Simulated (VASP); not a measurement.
Energy against volume of LiH (rock salt). All values below come from LDA (Ceperley-Alder, Perdew-Zunger), VASP's LDA PAW potentials (set 64) (plane waves; VASP 6.6.1). Numerical set-up: 520 eV cut-off, 12×12×12 Γ-centred mesh, Gaussian smearing of 0.050 eV, potentials Li_sv H.

```csv
V (Å³/atom),E (eV/atom)
6.981,-3.24365
7.203,-3.24688
7.426,-3.24816
7.649,-3.24766
```

### Question
Fit these four points and predict the energy of the run at 7.872 Å³/atom.

### Answer
A cubic in V^(−2/3), the third-order Birch-Murnaghan form, passes through the four points with V0 = 7.47 Å³/atom and B0 = 42 GPa, and gives -3.2456 eV/atom there. The run gave -3.2457 eV/atom, -0.1 meV/atom from the fit; all five points give B0 = 41 GPa.

The compound is LiH in the rock salt structure. It was relaxed first, which changed the volume by -12 %.
